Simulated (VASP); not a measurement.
Computed with PBEsol GGA, VASP's PBE PAW potentials (set 64) (plane waves; VASP 6.6.1).

VASP input:

### POSCAR
```
LaIn5Rh
1
    4.6425540000     0.0000000000     0.0000000000
    0.0000000000     4.6425540000     0.0000000000
    0.0000000000     0.0000000000     7.5303380000
La In Rh
1 5 1
Direct
  0.0000000000   0.0000000000   0.0000000000
  0.5000000000   0.5000000000   0.0000000000
  0.5000000000   0.0000000000   0.6922300000
  0.5000000000   0.0000000000   0.3077700000
  0.0000000000   0.5000000000   0.6922300000
  0.0000000000   0.5000000000   0.3077700000
  0.0000000000   0.0000000000   0.5000000000
```

KPOINTS:
```
Automatic
0
G
  2 2 1
0 0 0
```

**INCAR**
```
! general
SYSTEM   =  LaIn5Rh
PREC     =  Accurate
ENCUT    =  300
LREAL    =  .FALSE.
LASPH    =  .TRUE.

! electronic loop
EDIFF    =  1E-6
NELM     =  100
ALGO     =  Normal
LMAXMIX  =  6

! smearing
ISMEAR   =  -1
SIGMA    =  0.05

! functional
GGA      =  PS

! ions
ISIF     =  2

! output
LWAVE    =  .FALSE.
LCHARG   =  .FALSE.
```

POTCAR, in this order: La In_d Rh_pv (PBE.64 set). Program: vasp_std.

Output

File OSZICAR:
```
       N       E                     dE             d eps       ncg     rms          rms(c)
DAV:   1     0.928474002174E+03    0.92847E+03   -0.29938E+04   324   0.174E+03
DAV:   2     0.122295777539E+03   -0.80618E+03   -0.78100E+03   324   0.487E+02
DAV:   3    -0.185124155063E+02   -0.14081E+03   -0.13351E+03   374   0.221E+02
DAV:   4    -0.323152870111E+02   -0.13803E+02   -0.13171E+02   460   0.651E+01
DAV:   5    -0.330359264641E+02   -0.72064E+00   -0.70250E+00   600   0.132E+01    0.113E+01
DAV:   6    -0.323985922347E+02    0.63733E+00   -0.12367E+01   456   0.226E+01    0.653E+00
DAV:   7    -0.318005683357E+02    0.59802E+00   -0.51789E+00   500   0.132E+01    0.464E+00
DAV:   8    -0.316511967548E+02    0.14937E+00   -0.89484E-01   448   0.514E+00    0.184E+00
DAV:   9    -0.316270859248E+02    0.24111E-01   -0.15675E-01   504   0.341E+00    0.963E-01
DAV:  10    -0.316206016101E+02    0.64843E-02   -0.33269E-02   472   0.117E+00    0.422E-01
DAV:  11    -0.316202790116E+02    0.32260E-03   -0.72731E-03   576   0.445E-01    0.148E-01
DAV:  12    -0.316203141034E+02   -0.35092E-04   -0.98080E-04   472   0.217E-01    0.675E-02
DAV:  13    -0.316202849896E+02    0.29114E-04   -0.36567E-04   552   0.123E-01    0.224E-02
DAV:  14    -0.316202832555E+02    0.17340E-05   -0.31284E-05   440   0.480E-02    0.103E-02
DAV:  15    -0.316202840158E+02   -0.76030E-06   -0.11628E-05   432   0.190E-02    0.646E-03
DAV:  16    -0.316202839918E+02    0.24040E-07   -0.20605E-06   352   0.761E-03
   1 F= -.31620284E+02 E0= -.31582032E+02  d E =-.765048E-01
```

File OUTCAR:
```
------------------------ aborting loop because EDIFF is reached ----------------------------------------
  FORCE on cell =-STRESS in cart. coord.  units (eV):
  Direction    XX          YY          ZZ          XY          YZ          ZX
  --------------------------------------------------------------------------------------
  Total        3.0335864      3.0335864     -1.5531705      0.0000000      0.0000000     -0.0000000
  in kB       29.9459821     29.9459821    -15.3320880      0.0000000      0.0000000     -0.0000000
  external PRESSURE =      14.8532920 kB  Pullay stress =       0.0000000 kB
  volume of cell :      162.30
      direct lattice vectors                 reciprocal lattice vectors
     4.642554000  0.000000000  0.000000000     0.215398679  0.000000000  0.000000000
     0.000000000  4.642554000  0.000000000     0.000000000  0.215398679  0.000000000
     0.000000000  0.000000000  7.530338000     0.000000000  0.000000000  0.132796164
 POSITION                                       TOTAL-FORCE (eV/Angst)
 -----------------------------------------------------------------------------------
      0.00000      0.00000      0.00000        -0.000000     -0.000000     -0.000000
      2.32128      2.32128      0.00000        -0.000000     -0.000000     -0.000000
      2.32128      0.00000      5.21273        -0.000000     -0.000000     -0.054416
      2.32128      0.00000      2.31761         0.000000     -0.000000      0.054416
      0.00000      2.32128      5.21273        -0.000000      0.000000     -0.054416
      0.00000      2.32128      2.31761         0.000000      0.000000      0.054416
      0.00000      0.00000      3.76517        -0.000000     -0.000000     -0.000000
 -----------------------------------------------------------------------------------
    total drift:                                0.000000      0.000000      0.000000
  FREE ENERGIE OF THE ION-ELECTRON SYSTEM (eV)
  ---------------------------------------------------
  free  energy   TOTEN  =       -31.6202839918 eV

  energy  without entropy=      -31.5437791847  energy(sigma->0) =      -31.58203159
```
(Selected blocks of OUTCAR.)

At this cut-off the stress carries a Pulay error, which pulls relaxed volumes low.

The structure comes from a computed database's LaIn5Rh entry (P4/mmm); how it stands against other phases isn't given here. The cell was not relaxed at this level. The k-mesh is coarse (spacing up to 0.83 per Å, 2π included), so the numbers may not be converged in it. The run is one of a series of settings (KPOINTS 2×2×1 Γ-centred mesh against the base run), some of them coarse on purpose. The electron count is odd and the run is not spin-polarised, which forces a metal.
